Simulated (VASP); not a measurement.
Here is the system:

```
CELL_PARAMETERS angstrom
      0.00000     2.93032     2.93032
      2.93032     0.00000     2.93032
      2.93032     2.93032     0.00000
ATOMIC_POSITIONS crystal
  Ga 0.00000 0.00000 0.00000
  As 0.25000 0.25000 0.25000
```

Computed with PBE GGA, VASP's PBE PAW potentials (set 64) (plane waves; VASP). Settings: 520 eV cut-off, 8×8×8 Γ-centred mesh, Gaussian smearing of 0.050 eV, potentials Ga_d As.

Give the stress tensor in GPa (positive for a compressed cell).

```
-2.96   0.00   0.00
 0.00  -2.96   0.00
 0.00   0.00  -2.96
```
The pressure is its mean diagonal, -2.96 GPa.

The compound is GaAs in the zinc blende structure. This cell is one point of a volume scan, at 1.06 of the reference volume.
